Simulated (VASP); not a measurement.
All values below come from MS2 meta-GGA, VASP's PBE PAW potentials (set 64) (plane waves; VASP).

A VASP calculation is set up with these files.

File POSCAR:
```
Al
1
    0.0000000000     2.0048970246     2.0048970246
    2.0048970246     0.0000000000     2.0048970246
    2.0048970246     2.0048970246     0.0000000000
Al
1
Direct
  0.0000000000   0.0000000000   0.0000000000
```

KPOINTS_OPT:
```
k-points along high-symmetry lines
10
Line-mode
Reciprocal
  0.000000   0.000000   0.000000 ! GAMMA
  0.500000   0.000000   0.500000 ! X

  0.500000   0.000000   0.500000 ! X
  0.625000   0.250000   0.625000 ! U

  0.375000   0.375000   0.750000 ! K
  0.000000   0.000000   0.000000 ! GAMMA

  0.000000   0.000000   0.000000 ! GAMMA
  0.500000   0.500000   0.500000 ! L

  0.500000   0.500000   0.500000 ! L
  0.500000   0.250000   0.750000 ! W

  0.500000   0.250000   0.750000 ! W
  0.500000   0.000000   0.500000 ! X
```

INCAR:
```
LCHARG  =  .FALSE.
EDIFF  =  1E-7
NELM  =  100
ENCUT  =  520
PREC  =  Accurate
LASPH  =  .TRUE.   ! aspherical one-centre terms
LMIXTAU  =  .TRUE.
METAGGA  =  MS2
ALGO  =  Normal   ! blocked Davidson
LREAL  =  .FALSE.
NEDOS  =  601   ! DOS grid
LWAVE  =  .FALSE.
LORBIT  =  11
SYSTEM  =  Al
ISMEAR  =  -5   ! tetrahedra, Bloechl
ISIF  =  2   ! forces and stress, cell fixed
```

KPOINTS:
```
Automatic mesh
0
Gamma
17 17 17
0 0 0
```

POTCAR, in this order: Al (PBE.64 set). Program: vasp_std.

Output of the run:

### OSZICAR
```
       N       E                     dE             d eps       ncg     rms          rms(c)
DAV:   1    -0.660802774427E+01   -0.66080E+01   -0.89185E+02  1745   0.329E+02
DAV:   2    -0.874637450594E+01   -0.21383E+01   -0.20934E+01  2110   0.315E+01
DAV:   3    -0.876670178827E+01   -0.20327E-01   -0.20325E-01  2205   0.360E+00
DAV:   4    -0.876676402411E+01   -0.62236E-04   -0.62838E-04  2150   0.189E-01
DAV:   5    -0.876676436255E+01   -0.33843E-06   -0.34139E-06  2215   0.118E-02    0.596E+00
DAV:   6    -0.766795826667E+01    0.10988E+01   -0.14715E-01  1655   0.461E+00    0.327E+00
DAV:   7    -0.809463736800E+01   -0.42668E+00   -0.17429E-01  1650   0.548E+00    0.631E-01
DAV:   8    -0.762644136639E+01    0.46820E+00   -0.19807E-01  1650   0.521E+00    0.515E-01
DAV:   9    -0.762576044065E+01    0.68093E-03   -0.34942E-02  1785   0.152E+00    0.432E-01
DAV:  10    -0.762803525533E+01   -0.22748E-02   -0.46680E-02  1650   0.151E+00    0.330E-01
DAV:  11    -0.762708990206E+01    0.94535E-03   -0.64139E-03  1730   0.636E-01    0.876E-02
DAV:  12    -0.762716753038E+01   -0.77628E-04   -0.21464E-04  2020   0.163E-01    0.137E-01
DAV:  13    -0.762720180752E+01   -0.34277E-04   -0.21156E-05  1770   0.311E-02    0.984E-02
DAV:  14    -0.762738201729E+01   -0.18021E-03   -0.76690E-04  1650   0.234E-01    0.216E-02
DAV:  15    -0.762738489944E+01   -0.28821E-05   -0.17360E-05  1815   0.441E-02    0.187E-02
DAV:  16    -0.762738244876E+01    0.24507E-05   -0.23701E-05  1665   0.401E-02    0.222E-02
DAV:  17    -0.762738872440E+01   -0.62756E-05   -0.52457E-06  1750   0.306E-02    0.188E-02
DAV:  18    -0.762738704676E+01    0.16776E-05   -0.34950E-06  1910   0.205E-02    0.784E-03
DAV:  19    -0.762738549633E+01    0.15504E-05   -0.46783E-06  1725   0.244E-02    0.728E-03
DAV:  20    -0.762736858079E+01    0.16916E-04   -0.15479E-05  1685   0.279E-02    0.615E-03
DAV:  21    -0.762736327641E+01    0.53044E-05   -0.20136E-06  1875   0.144E-02    0.470E-03
DAV:  22    -0.762735975605E+01    0.35204E-05   -0.35132E-07  1765   0.442E-03    0.360E-03
DAV:  23    -0.762735849148E+01    0.12646E-05   -0.93772E-08  1765   0.291E-03    0.123E-03
DAV:  24    -0.762735614917E+01    0.23423E-05   -0.24502E-07  1740   0.433E-03    0.299E-04
DAV:  25    -0.762735508621E+01    0.10630E-05   -0.39284E-08   880   0.170E-03    0.189E-04
DAV:  26    -0.762735546132E+01   -0.37511E-06   -0.41918E-09   830   0.704E-04    0.103E-04
DAV:  27    -0.762735580208E+01   -0.34075E-06   -0.36427E-09   825   0.509E-04    0.941E-05
DAV:  28    -0.762735604151E+01   -0.23943E-06   -0.17893E-09   825   0.328E-04    0.587E-05
DAV:  29    -0.762735607589E+01   -0.34379E-07   -0.68297E-11   825   0.902E-05
   1 F= -.76273561E+01 E0= -.76273561E+01  d E =0.000000E+00
       N       E                     dE             ncg
```

File OUTCAR:
```
------------------------ aborting loop because EDIFF is reached ----------------------------------------
  FORCE on cell =-STRESS in cart. coord.  units (eV):
  Direction    XX          YY          ZZ          XY          YZ          ZX
  --------------------------------------------------------------------------------------
  Total       -0.0097193     -0.0097193     -0.0097193      0.0000000      0.0000000      0.0000000
  in kB       -0.9661420     -0.9661420     -0.9661420      0.0000000      0.0000000      0.0000000
  external PRESSURE =      -0.9661420 kB  Pullay stress =       0.0000000 kB
  volume of cell :       16.12
      direct lattice vectors                 reciprocal lattice vectors
     0.000000000  2.004897025  2.004897025    -0.249389367  0.249389367  0.249389367
     2.004897025  0.000000000  2.004897025     0.249389367 -0.249389367  0.249389367
     2.004897025  2.004897025  0.000000000     0.249389367  0.249389367 -0.249389367
 POSITION                                       TOTAL-FORCE (eV/Angst)
 -----------------------------------------------------------------------------------
      0.00000      0.00000      0.00000         0.000000      0.000000      0.000000
 -----------------------------------------------------------------------------------
    total drift:                                0.000000     -0.000000     -0.000000
  FREE ENERGIE OF THE ION-ELECTRON SYSTEM (eV)
  ---------------------------------------------------
  free  energy   TOTEN  =        -7.6273560759 eV

  energy  without entropy=       -7.6273560759  energy(sigma->0) =       -7.62735608

 total charge

# of ion       s       p       d       tot
------------------------------------------
    1        0.465   0.363   0.000   0.827
```
(Selected blocks of OUTCAR.)

For a metal the tetrahedron method with Blöchl corrections gives inexact stress and forces.

The compound is Al in the fcc structure. It was relaxed first.
